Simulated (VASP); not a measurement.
Computed with PBEsol GGA, VASP's PBE PAW potentials (set 64) (plane waves; VASP).

VASP ran on this input.

INCAR:
```
# general
SYSTEM = Al2O3
PREC   = Accurate
ENCUT  = 520
LREAL  = F
LASPH  = T

# electronic loop
EDIFF  = 1E-7
NELM   = 100
ALGO   = Normal

# smearing
ISMEAR = -5

# functional
GGA    = PS

# ions
ISIF   = 2

# output
LWAVE  = F
LCHARG = T
LORBIT = 11
NEDOS  = 601

# other
LEFG   = T
```

**KPOINTS**
```
Automatic mesh
0
Gamma
10 10 10
0 0 0
```

**POSCAR**
```
Al2O3
1
    1.5085438872     0.8709579534     5.7741860679
   -1.5085438872     0.8709579534     5.7741860679
    0.0000000000    -1.7419169134     5.7741860682
Al O
2 3
Direct
  0.8070633282   0.8070633282   0.8070633282
  0.3067038408   0.3067038408   0.3067038408
  0.9718036991   0.9718036991   0.9718036991
  0.4178952547   0.4178952547   0.4178952547
  0.1935168771   0.1935168771   0.1935168771
```

POTCAR, in this order: Al O (PBE.64 set). Program: vasp_std.

The resulting files:

### OSZICAR
```
       N       E                     dE             d eps       ncg     rms          rms(c)
DAV:   1     0.969033552961E+02    0.96903E+02   -0.12872E+04  3712   0.139E+03
DAV:   2    -0.391500077871E+02   -0.13605E+03   -0.13509E+03  4680   0.276E+02
DAV:   3    -0.429775174920E+02   -0.38275E+01   -0.38239E+01  4904   0.547E+01
DAV:   4    -0.429961399752E+02   -0.18622E-01   -0.18621E-01  5120   0.395E+00
DAV:   5    -0.429963344961E+02   -0.19452E-03   -0.19452E-03  5152   0.373E-01    0.122E+01
DAV:   6    -0.388697668692E+02    0.41266E+01   -0.17286E+01  4224   0.308E+01    0.460E+00
DAV:   7    -0.388157725738E+02    0.53994E-01   -0.25204E-01  4904   0.411E+00    0.236E+00
DAV:   8    -0.387890179611E+02    0.26755E-01   -0.31304E-02  5392   0.220E+00    0.676E-01
DAV:   9    -0.387884549555E+02    0.56301E-03   -0.77417E-03  5272   0.918E-01    0.214E-01
DAV:  10    -0.387887936125E+02   -0.33866E-03   -0.12955E-03  4888   0.327E-01    0.701E-02
DAV:  11    -0.387887005064E+02    0.93106E-04   -0.30160E-04  5352   0.176E-01    0.413E-02
DAV:  12    -0.387887046135E+02   -0.41071E-05   -0.69532E-05  5384   0.789E-02    0.813E-03
DAV:  13    -0.387887040690E+02    0.54449E-06   -0.38809E-06  4584   0.198E-02    0.569E-03
DAV:  14    -0.387887040618E+02    0.72666E-08   -0.74380E-07  5400   0.718E-03
   1 F= -.38788704E+02 E0= -.38788704E+02  d E =0.000000E+00
```

**OUTCAR**
```
------------------------ aborting loop because EDIFF is reached ----------------------------------------
  FORCE on cell =-STRESS in cart. coord.  units (eV):
  Direction    XX          YY          ZZ          XY          YZ          ZX
  --------------------------------------------------------------------------------------
  Total        0.0074660      0.0074660     -0.0205287      0.0000000      0.0000000      0.0000000
  in kB        0.2627839      0.2627839     -0.7225621      0.0000000      0.0000000      0.0000000
  external PRESSURE =      -0.0656648 kB  Pullay stress =       0.0000000 kB
  volume of cell :       45.52
      direct lattice vectors                 reciprocal lattice vectors
     1.508543887  0.870957953  5.774186068     0.331445445  0.191360102  0.057728205
    -1.508543887  0.870957953  5.774186068    -0.331445445  0.191360102  0.057728205
     0.000000000 -1.741916913  5.774186068     0.000000000 -0.382720203  0.057728172
 POSITION                                       TOTAL-FORCE (eV/Angst)
 -----------------------------------------------------------------------------------
      0.00000     -0.00000     13.98040         0.000000      0.000000     -0.002337
      0.00000     -0.00000      5.31290         0.000000      0.000000     -0.000469
      0.00000     -0.00000     16.83413         0.000000      0.000000     -0.004298
      0.00000     -0.00000      7.23901         0.000000     -0.000000      0.000051
      0.00000     -0.00000      3.35221         0.000000     -0.000000      0.007053
 -----------------------------------------------------------------------------------
    total drift:                               -0.000000      0.000009     -0.000027
  FREE ENERGIE OF THE ION-ELECTRON SYSTEM (eV)
  ---------------------------------------------------
  free  energy   TOTEN  =       -38.7887040618 eV

  energy  without entropy=      -38.7887040618  energy(sigma->0) =      -38.78870406

 total charge

# of ion       s       p       d       tot
------------------------------------------
    1        0.298   0.350   0.000   0.647
    2        0.342   0.459   0.000   0.801
    3        1.551   3.703   0.000   5.253
    4        1.544   3.559   0.000   5.103
    5        1.544   3.570   0.000   5.114
--------------------------------------------------
tot          5.278  11.641   0.000  16.918

 Electric field gradients after diagonalization (V/A^2)
 (convention: |V_zz| > |V_xx| > |V_yy|)
----------------------------------------------------------------------
 ion       V_xx      V_yy      V_zz     asymmetry (V_yy - V_xx)/ V_zz
----------------------------------------------------------------------
   1      -7.235    -7.235    14.471       0.000
   2      -9.126    -9.126    18.252       0.000
   3      41.362    41.361   -82.723       0.000
   4       4.077     4.077    -8.154       0.000
   5       4.434     4.434    -8.869       0.000
```
(Selected blocks of OUTCAR.)

The structure comes from a computed database's Al2O3 entry (R3m); how it stands against other phases isn't given here. It was relaxed first.
